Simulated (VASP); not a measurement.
Cost and result of VASP (PAW) for the band gap of C (diamond). Gaps are without spin-orbit coupling. Each level names its cell: its own relaxed one, PBE's, or the starting one. A gap is the smallest over the k-mesh and a band path; hybrids may have named points in place of the path, and GW has the mesh alone. The cost counts the self-consistent run with its band path or extra points (for GW, with the PBE run and the diagonalisation ahead of it), each on the mesh and cut-off of its row, so the ratios hold those differences too. With PBEsol it took about 7 core-seconds. Times come from single runs on busy shared machines, so they are rough: good to a factor of about 2.

```csv
level,k-mesh,cut-off (eV),band gap (eV),cost over PBEsol
PBEsol (own cell),14×14×14,520,4.03,reference
r2SCAN (own cell),14×14×14,520,4.33,about 4 times
SCAN (own cell),14×14×14,520,?,about 4 times
```

Some entries are withheld; supply them.

- SCAN (own cell), band gap (eV): 4.56

Left out are levels that failed, ran on another kind of processor or have no fit band path; at most nine are shown.

The compound is C in the diamond structure.
